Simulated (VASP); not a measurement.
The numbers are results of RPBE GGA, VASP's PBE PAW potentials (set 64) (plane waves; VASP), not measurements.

VASP ran on this input.

### POSCAR
```
Ir
1
    0.0000000000     1.9200000000     1.9200000000
    1.9200000000     0.0000000000     1.9200000000
    1.9200000000     1.9200000000     0.0000000000
Ir
1
Direct
  0.0000000000   0.0000000000   0.0000000000
```

**KPOINTS**
```
Regular mesh
0
gamma
15 15 15
```

INCAR:
```
SYSTEM = Ir
PREC = Accurate
ENCUT = 520
EDIFF = 1E-6
NELM = 100
ALGO = Normal
LREAL = .FALSE.
LASPH = .TRUE.
ISMEAR = 1
SIGMA = 0.1
GGA = RP
LMAXMIX = 6
LWAVE = .FALSE.
LCHARG = .FALSE.
IBRION = 2
ISIF = 3
NSW = 60
EDIFFG = -0.01
```

POTCAR, in this order: Ir (PBE.64 set). Program: vasp_std.

What VASP printed:

**OUTCAR**
```
 ion  position               nearest neighbor table
   1  0.000  0.000  0.000-
  LATTYP: Found a face centered cubic cell.
 ALAT       =     3.8400000000
 Subroutine PRICEL returns:
 Original cell was already a primitive cell.
 Subroutine GETGRP returns: Found 48 space group operations
The static configuration has the point symmetry O_h .
The dynamic configuration has the point symmetry O_h .
 Subroutine INISYM returns: Found 48 space group operations
 Subroutine IBZKPT returns following result:
 Found    120 irreducible k-points:

 Following reciprocal coordinates:
            Coordinates               Weight
  0.000000  0.000000  0.000000      1.000000
  0.066667  0.000000  0.000000      8.000000
  0.133333  0.000000  0.000000      8.000000
  0.200000  0.000000  0.000000      8.000000
  0.266667  0.000000  0.000000      8.000000
  0.333333  0.000000  0.000000      8.000000
  0.400000  0.000000  0.000000      8.000000
  0.466667  0.000000  0.000000      8.000000
  0.066667  0.066667  0.000000      6.000000
  0.133333  0.066667  0.000000     24.000000
  0.200000  0.066667  0.000000     24.000000
  0.266667  0.066667  0.000000     24.000000
  0.333333  0.066667  0.000000     24.000000
  0.400000  0.066667  0.000000     24.000000
  0.466667  0.066667  0.000000     24.000000
 -0.466667  0.066667  0.000000     24.000000
 -0.400000  0.066667  0.000000     24.000000
 -0.333333  0.066667  0.000000     24.000000
 -0.266667  0.066667  0.000000     24.000000
 -0.200000  0.066667  0.000000     24.000000
 -0.133333  0.066667  0.000000     24.000000
 -0.066667  0.066667  0.000000     12.000000
  0.133333  0.133333  0.000000      6.000000
  0.200000  0.133333  0.000000     24.000000
  0.266667  0.133333  0.000000     24.000000
  0.333333  0.133333  0.000000     24.000000
  0.400000  0.133333  0.000000     24.000000
  0.466667  0.133333  0.000000     24.000000
 -0.466667  0.133333  0.000000     24.000000
 -0.400000  0.133333  0.000000     24.000000
 -0.333333  0.133333  0.000000     24.000000
 -0.266667  0.133333  0.000000     24.000000
 -0.200000  0.133333  0.000000     24.000000
 -0.133333  0.133333  0.000000     12.000000
  0.200000  0.200000  0.000000      6.000000
  0.266667  0.200000  0.000000     24.000000
  0.333333  0.200000  0.000000     24.000000
  0.400000  0.200000  0.000000     24.000000
  0.466667  0.200000  0.000000     24.000000
 -0.466667  0.200000  0.000000     24.000000
   k-points           NKPTS =    120   k-points in BZ     NKDIM =    120   number of bands    NBANDS=      8
   number of dos      NEDOS =    301   number of ions     NIONS =      1
   total plane-waves  NPLWV =   8000
   dimension x,y,z NGX =    20 NGY =   20 NGZ =   20
   dimension x,y,z NGXF=    40 NGYF=   40 NGZF=   40
   ions per type =               1
   PREC   = accura    normal or accurate (medium, high low for compatibility)
   ISTART =      0    job   : 0-new  1-cont  2-samecut
   ICHARG =      2    charge: 1-file 2-atom 10-const
   ISPIN  =      1    spin polarized calculation?
   LNONCOLLINEAR =      F non collinear calculations
   LSORBIT =      F    spin-orbit coupling
   INIWAV =      1    electr: 0-lowe 1-rand  2-diag
   ENCUT  =  520.0 eV  38.22 Ry    6.18 a.u.   5.05  5.05  5.05*2*pi/ulx,y,z
   NELM   =    100;   NELMIN=  2; NELMDL= -5     # of ELM steps
   EDIFF  = 0.1E-05   stopping-criterion for ELM
   LREAL  =      F    real-space projection
   NLSPLINE    = F    spline interpolate recip. space projectors
   LMAXMIX     =    6 max onsite mixed and CHGCAR
   VOSKOWN=      0    Vosko Wilk Nusair interpolation
...
```

OSZICAR:
```
       N       E                     dE             d eps       ncg     rms          rms(c)
DAV:   1     0.422703969125E+02    0.42270E+02   -0.45012E+03  1976   0.102E+03
DAV:   2    -0.808029824475E+01   -0.50351E+02   -0.48456E+02  1928   0.203E+02
DAV:   3    -0.868683634925E+01   -0.60654E+00   -0.60388E+00  2904   0.304E+01
DAV:   4    -0.868989937944E+01   -0.30630E-02   -0.30621E-02  2408   0.145E+00
DAV:   5    -0.868992586431E+01   -0.26485E-04   -0.26485E-04  2880   0.846E-02    0.150E+01
DAV:   6    -0.826497523530E+01    0.42495E+00   -0.86464E-01  2192   0.132E+01    0.636E+00
DAV:   7    -0.817963091024E+01    0.85344E-01   -0.31076E-01  2536   0.740E+00    0.153E+00
DAV:   8    -0.817450155647E+01    0.51294E-02   -0.22002E-03  2144   0.752E-01    0.534E-01
DAV:   9    -0.817366017001E+01    0.84139E-03   -0.83081E-04  2560   0.474E-01    0.149E-02
DAV:  10    -0.817366785040E+01   -0.76804E-05   -0.42272E-06  2576   0.207E-02    0.625E-03
DAV:  11    -0.817366780880E+01    0.41603E-07   -0.13244E-07  1528   0.497E-03
   1 F= -.81736678E+01 E0= -.81735464E+01  d E =-.817367E+01
       N       E                     dE             d eps       ncg     rms          rms(c)
DAV:   1    -0.953007221491E+01   -0.13564E+01   -0.54385E+01  2032   0.118E+02    0.895E+00
DAV:   2    -0.806359743215E+01    0.14665E+01   -0.48785E+00  2072   0.282E+01    0.563E+00
DAV:   3    -0.797108772187E+01    0.92510E-01   -0.37392E-01  2608   0.693E+00    0.364E+00
DAV:   4    -0.796943318732E+01    0.16545E-02   -0.14024E-02  2496   0.708E-01    0.108E+00
DAV:   5    -0.797009730621E+01   -0.66412E-03   -0.14477E-03  2568   0.334E-01    0.116E-01
DAV:   6    -0.797019465272E+01   -0.97347E-04   -0.55921E-05  2696   0.507E-02    0.486E-03
DAV:   7    -0.797019451720E+01    0.13552E-06   -0.99545E-07  1800   0.143E-02
   2 F= -.79701945E+01 E0= -.79700092E+01  d E =0.203473E+00
       N       E                     dE             d eps       ncg     rms          rms(c)
DAV:   1    -0.908730498979E+01   -0.11171E+01   -0.32875E+01  2024   0.924E+01    0.956E+00
DAV:   2    -0.828163720104E+01    0.80567E+00   -0.20145E+00  2056   0.198E+01    0.167E+00
DAV:   3    -0.819314755253E+01    0.88490E-01   -0.39635E-01  2272   0.793E+00    0.816E-01
DAV:   4    -0.819372296172E+01   -0.57541E-03   -0.35049E-03  2544   0.552E-01    0.418E-01
DAV:   5    -0.819455983859E+01   -0.83688E-03   -0.23791E-03  2552   0.393E-01    0.415E-02
DAV:   6    -0.819461448133E+01   -0.54643E-04   -0.38937E-05  2480   0.536E-02    0.596E-03
DAV:   7    -0.819461478829E+01   -0.30695E-06   -0.75084E-07  2080   0.831E-03
   3 F= -.81946148E+01 E0= -.81944913E+01  d E =-.209470E-01
       N       E                     dE             d eps       ncg     rms          rms(c)
DAV:   1    -0.819487843582E+01   -0.26395E-03   -0.74441E-03  2072   0.142E+00    0.118E-01
DAV:   2    -0.819470419790E+01    0.17424E-03   -0.46268E-04  2112   0.295E-01    0.419E-02
DAV:   3    -0.819468676653E+01    0.17431E-04   -0.88385E-05  2312   0.117E-01    0.160E-02
DAV:   4    -0.819468784695E+01   -0.10804E-05   -0.20428E-06  2136   0.157E-02    0.819E-04
DAV:   5    -0.819468785004E+01   -0.30949E-08   -0.32848E-08  1016   0.213E-03
   4 F= -.81946879E+01 E0= -.81945646E+01  d E =-.210200E-01
```

**OUTCAR**
```
------------------------ aborting loop because EDIFF is reached ----------------------------------------
  FORCE on cell =-STRESS in cart. coord.  units (eV):
  Direction    XX          YY          ZZ          XY          YZ          ZX
  --------------------------------------------------------------------------------------
  Total       -0.0057244     -0.0057244     -0.0057244      0.0000000      0.0000000      0.0000000
  in kB       -0.6246228     -0.6246228     -0.6246228      0.0000000      0.0000000      0.0000000
  external PRESSURE =      -0.6246228 kB  Pullay stress =       0.0000000 kB
  volume of cell :       14.68
      direct lattice vectors                 reciprocal lattice vectors
    -0.000000000  1.943559046  1.943559046    -0.257260000  0.257260000  0.257260000
     1.943559046  0.000000000  1.943559046     0.257260000 -0.257260000  0.257260000
     1.943559046  1.943559046 -0.000000000     0.257260000  0.257260000 -0.257260000
 POSITION                                       TOTAL-FORCE (eV/Angst)
 -----------------------------------------------------------------------------------
      0.00000      0.00000      0.00000         0.000000      0.000000      0.000000
 -----------------------------------------------------------------------------------
    total drift:                                0.000000      0.000000     -0.000000
  FREE ENERGIE OF THE ION-ELECTRON SYSTEM (eV)
  ---------------------------------------------------
  free  energy   TOTEN  =        -8.1946878500 eV

  energy  without entropy=       -8.1943182293  energy(sigma->0) =       -8.19456464

 reached required accuracy - stopping structural energy minimisation
```
(Selected blocks of OUTCAR.)

### CONTCAR
```
Ir
   1.00000000000000
    -0.0000000000000000    1.9435590459519376    1.9435590459519376
     1.9435590459519376    0.0000000000000000    1.9435590459519376
     1.9435590459519376    1.9435590459519376   -0.0000000000000000
  Ir
     1
Direct
     0.0000000000000000    0.0000000000000000    0.0000000000000000
```

### OUTCAR
```
 val. band max:        9.8953024748   @ k =  -0.3333   0.2667   0.0667

 cond. band min:       9.9157281160   @ k =  -0.3333   0.2000   0.0667


 Fermi energy:         9.9040704039

 k-point     1 :       0.0000    0.0000    0.0000
  band No.  band energies     occupation
      1      -0.8524      2.00000
      2       6.1806      2.00000
      3       6.1806      2.00000
      4       6.1806      2.00000
      5       8.7029      2.00000
      6       8.7029      2.00000
      7      24.2107      0.00000
      8      29.5979      0.00000

 k-point     2 :       0.0667    0.0000    0.0000
  band No.  band energies     occupation
      1      -0.6627      2.00000
      2       6.0823      2.00000
      3       6.2613      2.00000
      4       6.2613      2.00000
      5       8.6526      2.00000
      6       8.6526      2.00000
      7      24.5312      0.00000
      8      28.6000      0.00000

 k-point     3 :       0.1333    0.0000    0.0000
  band No.  band energies     occupation
      1      -0.1212      2.00000
      2       5.8483      2.00000
      3       6.4571      2.00000
      4       6.4571      2.00000
      5       8.5646      2.00000
      6       8.5646      2.00000
      7      25.3675      0.00000
      8      26.7988      0.00000

 k-point     4 :       0.2000    0.0000    0.0000
  band No.  band energies     occupation
      1       0.6701      2.00000
      2       5.6499      2.00000
      3       6.6127      2.00000
      4       6.6127      2.00000
      5       8.6257      2.00000
      6       8.6257      2.00000
      7      24.8939      0.00000
      8      26.2937      0.00000

 k-point     5 :       0.2667    0.0000    0.0000
  band No.  band energies     occupation
      1       1.4778      2.00000
      2       5.7732      2.00000
      3       6.5699      2.00000
      4       6.5699      2.00000
      5       9.0098      2.00000
      6       9.0098      2.00000
      7      22.9676      0.00000
...
```

Energy and stress use the plane-wave basis of the starting cell. Unless said otherwise, spin-orbit coupling is left out, though it shifts the bands of the heavy elements here.

The compound is Ir in the fcc structure. This run relaxes it. Symmetry was kept, so distortions that lower it aren't found.
